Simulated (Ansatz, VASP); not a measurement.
**Cross-check of Y2CO2 (Y2CO2 MXene monolayer) between VASP and Ansatz**

Aim: how closely do two programs agree when they are given the same cell, functional and k mesh? The structure shown is the start of the Ansatz relaxation below; VASP solves that cell, so the two are compared at the walk's first step.

Calculated with Ansatz 0.2.0; plane waves, with VASP 6.6.1 beside it; single point at PBE with D3(BJ).

### Step 1. The structure

The cell holds 5 atoms: 2 O, 2 Y and 1 C. Cell: a = 3.478 Å, b = 3.478 Å, c = 41.563 Å, α = 90.0°, β = 90.0°, γ = 120.0°. Vacuum lies along c.

### Step 2. Ansatz: relaxation, PBE with D3(BJ)

Ansatz runs on its default PAW (the set named soft_2) files.

The two programs are compared at the cell with which this relaxation starts, whose forces are those of its first step.

Input file input.yaml:

```yaml
crystal:
  lattice:
    - [3.47776, 0.0, 0.0]
    - [-1.73888, 3.0118285083, 0.0]
    - [0.0, 0.0, 41.5626329528]
  atoms:
    - { symbol: O, position: [0.3333333333, 0.6666666667, 0.4366903324] }
    - { symbol: "Y", position: [0.6666666667, 0.3333333333, 0.4669840108] }
    - { symbol: C, position: [0.0, 0.0, 0.5] }
    - { symbol: "Y", position: [0.3333333333, 0.6666666667, 0.5330159892] }
    - { symbol: O, position: [0.6666666667, 0.3333333333, 0.5633096676] }
  periodic: [true, true, false]
kpoints:
  mp_grid: { grid: [12, 12, 1] }
hamiltonian:
  xc: pbe
  dispersion: d3bj
scf:
  occupations: { method: fermi_dirac, width: 0.05 }
  convergence: { dr2_threshold: 1.0e-09 }
relax:
  f_tol: 0.004
  max_steps: 90
  cell: {}
output:
  write_potential: true
  write_density: true
  volumetric_format: npy
```

On the command line:

```console
ansatz run input.yaml --threads 2 --pin off --max-ram 3072MiB --backend cpu --events-out ev --progress --plain --runs-dir out
```

Numbers of over 12 decimals in the logs are rounded to 6 here.

Log:

```text
Warning: relax.cell: scf.convergence.dr2_threshold = 1e-9 eV is looser than the 2.14640209755e-10 eV advised for a relaxation that steers and ends on the stress (1e-10 eV for each atom of the cell: 5, times the square of relax.cell.stress_2d_tol = 0.05 N/m over 15.3 Å (the atoms' height at the walk's start and 5 Å past either face), 3.276e-2 GPa, over a crystal's default 0.05). What an SCF threshold leaves in a stress goes as its square root, and in the free energy as the threshold itself, and one threshold admits the most on a small cell: [figures from the program's tests cut] Set scf.convergence.dr2_threshold to 2.14640209755e-10 eV or tighter. [rest of the remark cut]
Engine: ansatz 0.2.0, x86_64-unknown-linux-gnu
Pseudopotentials: kind: paw
Pseudopotential: O, paw, valence charge 6, recommended cutoff 420 eV (normal), O.paw.azcp
Pseudopotential: Y, paw, valence charge 11, recommended cutoff 420 eV (normal), Y.paw.azcp
Pseudopotential: C, paw, valence charge 4, recommended cutoff 420 eV (normal), C.paw.azcp
Functional definition: PBE
  parameter kappa = 0.804
  parameter beta = 0.066725
  exchange = pbe_x(kappa = kappa, mu = beta*pi^2/3)
  correlation = pbe_c(beta = beta)
Crystal: 5 atoms, lattice volume = 435.344 Å³
Basis set: ecut = 420 eV, 8485 PW (Γ), exchange–correlation on 48×48×576 points (8 copies of the dense FFT grid, shifted against one another)
Bands: 24, of which v1, the nominal top of the filled ones, is band 19 counted from 1 (18 counted from 0)
Symmetry: 12 space group operations
Space group: P-3m1 (ITA 164), of the structure as read, at distance tolerance 7.6e-5 Å
k-points: 19 of 144
Non-local potential: O, projectors of the file, l = 0: 2, l = 1: 2, l = 2: 1
Non-local potential: Y, projectors of the file, l = 0: 3, l = 1: 2, l = 2: 2, l = 3: 1
Non-local potential: C, projectors of the file, l = 0: 2, l = 1: 2, l = 2: 1
PAW form: soft (Blöchl's): semilocal exchange-correlation on the pseudo side does not see the compensation charge
PAW one-centre angular grid: O, 110 points (default); XC on 64 Gauss nodes
PAW one-centre angular grid: Y, 590 points (default); XC on 64 Gauss nodes
PAW one-centre angular grid: C, 110 points (default); XC on 64 Gauss nodes
Initial density: superposition of atomic densities (neutral atoms: chi_scale 0, normalization atom), corrected by the library's trained network
Initial wavefunctions: pseudopotential atomic-orbital guess
Functional: x = pbe(κ = 0.804, μ = 0.219515), c = pbe(β = 0.066725)
SCF iter   1: F=—  HF=-9085.194412 eV  |F-HF|=—  |Δ(HF+E_count)|=         —  Δρ=2.46e-3  dr2=7.39e-2  ethr=1.77e-3  ⟨swp⟩=10.9  Hψ=3262  notcnv=0
preconditioner: auto → LDOS  [metal: Δε(μ)=0.040 eV  Ē_g=14.239 eV  σ=0.050 eV  W_gap=0.19  n_scr=24 (ndim 8)  ℏωp=10.4 eV  f_vac=0.802  D(μ)=6.93/eV (n_scr^D=22)  β→1.0]
SCF iter   2: F=—  HF=-9085.193173 eV  |F-HF|=—  |Δ(HF+E_count)|=   1.24e-3  Δρ=1.29e-3  dr2=2.45e-2  ethr=1.94e-4  ⟨swp⟩=3.2  Hψ=870  notcnv=0
SCF iter   3: F=—  HF=-9085.192308 eV  |F-HF|=—  |Δ(HF+E_count)|=   8.65e-4  Δρ=7.22e-4  dr2=5.11e-3  ethr=6.44e-5  ⟨swp⟩=1.8  Hψ=581  notcnv=0
SCF iter   4: F=—  HF=-9085.192041 eV  |F-HF|=—  |Δ(HF+E_count)|=   2.67e-4  Δρ=2.45e-4  dr2=5.41e-4  ethr=1.35e-5  ⟨swp⟩=2.1  Hψ=672  notcnv=0
SCF iter   5: F=—  HF=-9085.192014 eV  |F-HF|=—  |Δ(HF+E_count)|=   2.66e-5  Δρ=1.31e-4  dr2=1.12e-4  ethr=1.42e-6  ⟨swp⟩=3.0  Hψ=850  notcnv=0
SCF iter   6: F=—  HF=-9085.192046 eV  |F-HF|=—  |Δ(HF+E_count)|=   3.23e-5  Δρ=4.46e-5  dr2=1.10e-5  ethr=2.94e-7  ⟨swp⟩=2.4  Hψ=708  notcnv=0
SCF iter   7: F=—  HF=-9085.192078 eV  |F-HF|=—  |Δ(HF+E_count)|=   3.11e-5  Δρ=1.26e-5  dr2=6.85e-7  ethr=2.88e-8  ⟨swp⟩=3.4  Hψ=975  notcnv=0
SCF iter   8: F=—  HF=-9085.192232 eV  |F-HF|=—  |Δ(HF+E_count)|=   1.55e-4  Δρ=4.28e-6  dr2=1.27e-7  ethr=1.80e-9  ⟨swp⟩=3.2  Hψ=1025  notcnv=0
SCF iter   9: F=—  HF=-9085.192232 eV  |F-HF|=—  |Δ(HF+E_count)|=   1.34e-7  Δρ=6.14e-7  dr2=1.73e-9  ethr=3.35e-10  ⟨swp⟩=2.7  Hψ=910  notcnv=0
SCF iter  10: F=-9085.192232 eV  HF=-9085.192232 eV  |F-HF|=1.56e-9  |Δ(HF+E_count)|=   1.81e-8  Δρ=1.10e-7  dr2=7.31e-11  ethr=2.63e-12  ⟨swp⟩=12.6  Hψ=4035  notcnv=0
SCF 1 converged in 10 iterations: F = -9085.192232 eV  dr2 = 7.31e-11
  greatest PAW one-centre occupation: 0.993 electrons in one spin orbital (limit 2), on the Y atom at site 3 (counted from 0), in its partial waves of l = 0
[...]
SCF iter   4: F=—  HF=-9087.531953 eV  |F-HF|=—  |Δ(HF+E_count)|=   1.51e-4  Δρ=1.02e-5  dr2=1.24e-6  ethr=7.86e-9  ⟨swp⟩=1.4  Hψ=514  notcnv=0
SCF iter   5: F=—  HF=-9087.531953 eV  |F-HF|=—  |Δ(HF+E_count)|=   1.42e-7  Δρ=3.23e-6  dr2=1.03e-7  ethr=3.26e-9  ⟨swp⟩=2.1  Hψ=609  notcnv=0
SCF iter   6: F=—  HF=-9087.531953 eV  |F-HF|=—  |Δ(HF+E_count)|=   1.30e-7  Δρ=1.68e-6  dr2=1.45e-8  ethr=2.72e-10  ⟨swp⟩=2.9  Hψ=849  notcnv=0
SCF iter   7: F=—  HF=-9087.531953 eV  |F-HF|=—  |Δ(HF+E_count)|=   2.72e-8  Δρ=4.58e-7  dr2=1.69e-9  ethr=3.81e-11  ⟨swp⟩=2.9  Hψ=781  notcnv=0
SCF iter   8: F=-9087.531953 eV  HF=-9087.531953 eV  |F-HF|=9.22e-9  |Δ(HF+E_count)|=   1.72e-8  Δρ=1.73e-7  dr2=8.75e-11  ethr=2.63e-12  ⟨swp⟩=11.2  Hψ=3449  notcnv=0
SCF 8 converged in 8 iterations: F = -9087.531953 eV  dr2 = 8.75e-11
relax step   8: F+E_penalty+E_count = -9087.53195312 eV  Δ(F+E_penalty+E_count) = +9.751e-5 eV  max|allowed force component| = 4.933e-4 eV/Å  Δτ_max = 0.0012 Å  P = +0.003 N/m  Ω = 444.055 Å³  energy of the carried Pulay correction = -1.124e-4 eV  fix = [c, alpha, beta]  reactions: c +0.000 N/m  (8 SCF iters, accepted)
iter 1 solved again at ethr=2.55e-7 eV; its pass at ethr=3.10e-3 eV (dr2=9.67e-5 eV) is discarded
SCF iter   1: F=—  HF=-9087.531681 eV  |F-HF|=—  |Δ(HF+E_count)|=         —  Δρ=9.44e-6  dr2=2.01e-8  ethr=2.55e-7  ⟨swp⟩=5.1  Hψ=5070  notcnv=0
eigensolver tolerance schedule: the retry pair's looser diagonalisation over-reported the residual by 4807.03 of it (diagonalisation noise at 0.65 of the residual, at the tolerance the schedule requests for it); recorded, not acted on — ethr = c·dr2/N_el stays at c = 1.0e-1
preconditioner: auto → LDOS  [metal: Δε(μ)=0.007 eV  Ē_g=14.756 eV  σ=0.050 eV  W_gap=0.04  n_scr=22 (ndim 8)  ℏωp=10.3 eV  f_vac=0.798  D(μ)=4.51/eV (n_scr^D=16)  β→1.0]
SCF iter   2: F=—  HF=-9087.532058 eV  |F-HF|=—  |Δ(HF+E_count)|=   3.77e-4  Δρ=2.65e-6  dr2=1.91e-8  ethr=5.29e-11  ⟨swp⟩=5.2  Hψ=1678  notcnv=0
SCF iter   3: F=—  HF=-9087.532054 eV  |F-HF|=—  |Δ(HF+E_count)|=   4.62e-6  Δρ=8.39e-7  dr2=1.04e-9  ethr=5.04e-11  ⟨swp⟩=2.2  Hψ=661  notcnv=0
SCF iter   4: F=-9087.532058 eV  HF=-9087.532058 eV  |F-HF|=9.65e-8  |Δ(HF+E_count)|=   4.55e-6  Δρ=1.13e-7  dr2=5.37e-11  ethr=2.63e-12  ⟨swp⟩=19.3  Hψ=4283  notcnv=0
SCF 9 converged in 4 iterations: F = -9087.532058 eV  dr2 = 5.37e-11
relax step   9: F+E_penalty+E_count = -9087.53205823 eV  Δ(F+E_penalty+E_count) = -1.051e-4 eV  max|allowed force component| = 4.956e-4 eV/Å  Δτ_max = 0.0000 Å  P = +0.004 N/m  Ω = 444.055 Å³  fix = [c, alpha, beta]  reactions: c +0.000 N/m  stress off target by 4.19e-3 N/m on what of the cell is left free  SCF on the basis re-selected at this cell (its energy is not comparable with the rows above)  (4 SCF iters)
basis re-selected at this cell: Δ(F+E_penalty+E_count) = -1.051e-4 eV, ΔP = +0.001 N/m vs the last step (what re-selecting the basis moved, of the pressure what is left beyond the Pulay correction that the steps carried, after the strain that the cell walked since its last selection, with what the two solves' SCF thresholds leave and, on support functions, any second-order correction that the steps lacked; it is no m [...]
WARN: The output density's exchange-correlation potential varies sharply where the density is thin. Do not read a vacuum level from v_tot or v_xc, or from such a field of the output density. On a cell that repeats whose density bears no net charge and no dipole along the vacuum's axis use v_es (v_loc + v_h of the components); under efield.dipole_correction with no amplitude use v_es + v_field, which holds any externa [...]
SCF converged after 4 iterations
Free energy (F): -9087.532058 eV
Harris-Foulkes:  -9087.532058 eV  (|F-HF|=9.65e-8)
Internal energy: -9087.496741 eV  (E = F + TS)
E sigma→0 (E₀):  -9087.514400 eV
Entropy (-TS):   -0.035317 eV (-7.063 meV/atom)
Fermi energy:    -5.767312 eV
--- Per-component energies (eV) ---
  E_band       = -743.825743
  E_kinetic    = 1046.213151
  E_local      = -100845.106472  (includes V_loc(G=0)·N_el)
  E_nonlocal   = 222.782512
  E_hartree    = 49831.191334
  E_xc         = -543.363432
  E_vxc        = -647.198892  (∫ρ·V_xc dr)
  E_paw        = -6064.786553  (= ΣΔE_a)
  E_vpaw       = -182.903571  (= ΣTr[D̂ρ^β])
  E_aug_tail   = 0.004885  (compensation charges beyond the density's cutoff)
  E_ewald      = 47266.347948
  E_disp       = -0.780114  (pairwise vdW)
  E_smearing   = -0.035317  (= −TS)
  E_closure    = 0.000000  (closes the sum)
  Σ components = -9087.532058   (vs F -9087.532058, Δ=0.00e0)
--- Forces (eV/Å), atoms counted from 1 ---
  atom   1  O      0.00000000    -0.00000000    -0.00049562
  atom   2  Y     -0.00000000     0.00000000     0.00024082
  atom   3  C      0.00000000     0.00000000     0.00000000
  atom   4  Y      0.00000000    -0.00000000    -0.00024082
  atom   5  O     -0.00000000     0.00000000     0.00049562
  max |Σ_I F_I| component: 3.94e-31 eV/Å
--- 2D stress c σ (N/m, compression-positive) ---
        0.004192       0.000000       0.000000
        0.000000       0.004192      -0.000000
        0.000000      -0.000000       0.000000
  P = ½ c Tr σ = 0.0042 N/m
--- Band table (eV; the first three rows and the last of 19) ---
  k-point 0: bands = [... 15 lower, -8.7159, -8.2304, -6.0726, -4.5894, -4.5894, -1.3994, -1.1482, -0.8863, ... 1 higher]
  k-point 1: bands = [... 15 lower, -8.5291, -8.1933, -5.9615, -4.9322, -4.6931, -1.3669, -1.0654, -0.8526, ... 1 higher]
  k-point 2: bands = [... 15 lower, -8.3464, -8.0858, -5.7712, -5.6724, -4.9326, -1.4907, -0.8414, -0.7078, ... 1 higher]
  k-point 18: bands = [... 15 lower, -7.8956, -7.8956, -6.5152, -6.5152, -6.5129, -1.6918, -0.8139, -0.3035, ... 1 higher]
  the weakly bound empty levels are not read free of the cell's end (no_gap_told)
--- Relaxed structure (7 steps of the walk, 7 accepted, 2 SCFs on fresh bases) ---
  F+E_penalty+E_count = -9087.53205823 eV   max|allowed force component| = 4.956e-4 eV/Å   (the final SCF, on the basis selected at the relaxed cell)
  cell:  # Å, volume = 444.0551 Å³
    - [3.512381, 0, 0]
    - [-1.756190, 3.041811, 0]
    - [0, 0, 41.5626329528]
  atoms:
    - { symbol: O, position: [0.333333, 0.666667, 0.439408] }
    - { symbol: Y, position: [0.666667, 0.333333, 0.457534] }
    - { symbol: C, position: [0, 0, 0.5] }
    - { symbol: Y, position: [0.333333, 0.666667, 0.542466] }
    - { symbol: O, position: [0.666667, 0.333333, 0.560592] }
```

In the SCF lines HF is the Harris–Foulkes energy and dr2 the Hartree energy of the density residual, in eV; the loop may stop once dr2 is under the threshold and the program's other checks hold. Hψ counts applications of the Hamiltonian.

### Step 3. VASP: single point, PBE with D3(BJ), start cell

The same cell, functional, mesh and smearing now go to VASP, with its own data sets.

Lines of VASP's logs that name or quote its potential files are left out, and so is its time.

Input file INCAR:

```
SYSTEM = Y2CO2
PREC = Accurate
ENCUT = 520
EDIFF = 1E-06
NELM = 120
ISMEAR = -1
SIGMA = 0.05
LREAL = .FALSE.
ALGO = Normal
GGA = PE
IVDW = 12
NBANDS = 25
LASPH = .TRUE.
LORBIT = 11
LWAVE = .FALSE.
LCHARG = .FALSE.
ISIF = 2
LDIPOL = .TRUE.
IDIPOL = 3
DIPOL = 0.5 0.5 0.5
LVHAR = .TRUE.
GGA_COMPAT = .FALSE.
NELMDL = -8
KPAR = 2
```

Input file POSCAR:

```
Y2CO2
1.0
    3.4777600000      0.0000000000      0.0000000000
   -1.7388800000      3.0118290000      0.0000000000
    0.0000000000      0.0000000000     41.5626330000
O Y C
2 2 1
Direct
    0.3333333333      0.6666666667      0.4366903319
    0.6666666667      0.3333333333      0.5633096681
    0.6666666667      0.3333333333      0.4669840094
    0.3333333333      0.6666666667      0.5330159906
    0.0000000000      0.0000000000      0.4999999880
```

Input file KPOINTS:

```
Automatic mesh
0
Gamma
12 12 1
0 0 0
```

PAW data sets: O, Y_sv and C (PBE family, release 64).

On the command line:

```console
mpirun -np 2 vasp_std
```

Log:

```text
[banner, memory and clock lines left out]
running    2 mpi-ranks, on    1 nodes
 distrk:  each k-point on    1 cores,    2 groups
 distr:  one band on    1 cores,    1 groups

 POSCAR found type information on POSCAR O Y C
 POSCAR found :  3 types and       5 ions
 LDA part: xc-table for (Slater+PW92), standard interpolation
 POSCAR, INCAR and KPOINTS ok, starting setup
 FFT: planning ... GRIDC
 FFT: planning ... GRID_SOFT
 FFT: planning ... GRID
 WAVECAR not read
 entering main loop
       N       E                     dE             d eps       ncg     rms          rms(c)
DAV:   1     0.282480365635E+03    0.28248E+03   -0.17064E+04  1270   0.116E+03
DAV:   2     0.314531074413E+01   -0.27934E+03   -0.27275E+03  1343   0.271E+02
DAV:   3    -0.410999783962E+02   -0.44245E+02   -0.43586E+02  1393   0.933E+01
DAV:   4    -0.434409611155E+02   -0.23410E+01   -0.23212E+01  1567   0.220E+01
DAV:   5    -0.435134143003E+02   -0.72453E-01   -0.72419E-01  1467   0.337E+00
DAV:   6    -0.435155993952E+02   -0.21851E-02   -0.21847E-02  1492   0.588E-01
DAV:   7    -0.435156459664E+02   -0.46571E-04   -0.46569E-04  1427   0.862E-02
DAV:   8    -0.435156471984E+02   -0.12320E-05   -0.12318E-05  1492   0.136E-02    0.468E+01
DAV:   9    -0.394544511882E+02    0.40612E+01   -0.36989E+01  1081   0.322E+01    0.477E+01
DAV:  10    -0.382723635443E+02    0.11821E+01   -0.51744E+00  1354   0.123E+01    0.370E+01
DAV:  11    -0.456207876629E+02   -0.73484E+01   -0.38103E+01  1178   0.249E+01    0.181E+01
DAV:  12    -0.382978792904E+02    0.73229E+01   -0.18326E+01  1015   0.181E+01    0.328E+00
DAV:  13    -0.382577312710E+02    0.40148E-01   -0.18413E+00  1348   0.661E+00    0.108E+00
DAV:  14    -0.382614803201E+02   -0.37490E-02   -0.61708E-02  1370   0.134E+00    0.769E-01
[...]
DAV:  22    -0.382521742930E+02   -0.92700E-04   -0.20790E-05  1081   0.216E-02    0.105E-02
DAV:  23    -0.382522283998E+02   -0.54107E-04   -0.29526E-06  1040   0.802E-03    0.511E-03
DAV:  24    -0.382522851354E+02   -0.56736E-04   -0.28215E-06   983   0.633E-03    0.164E-03
DAV:  25    -0.382523071079E+02   -0.21973E-04   -0.49333E-07   913   0.227E-03    0.220E-03
DAV:  26    -0.382523232591E+02   -0.16151E-04   -0.80589E-07   928   0.246E-03    0.580E-04
DAV:  27    -0.382523283683E+02   -0.51093E-05   -0.92501E-08   764   0.107E-03    0.552E-04
DAV:  28    -0.382523317071E+02   -0.33388E-05   -0.91520E-08   770   0.992E-04    0.372E-04
DAV:  29    -0.382523326740E+02   -0.96691E-06   -0.15722E-08   658   0.494E-04
   1 F= -.39092830E+02 E0= -.39064532E+02  d E =-.565948E-01
```

(Part 1 of 2 ends here.)

[Lines on the potential files, build, host, timing and source positions are cut from VASP's logs without a mark.]

[Logs are printed without paths, hosts, clocks, repeated set-up lines and the standing remarks that a program may print on its own settings, such as how far it seeks lower states.]

[Hosts, paths, dates, database ids (printed as entryN), source tags and the programs' standing remarks are cut or masked in the printed files.]
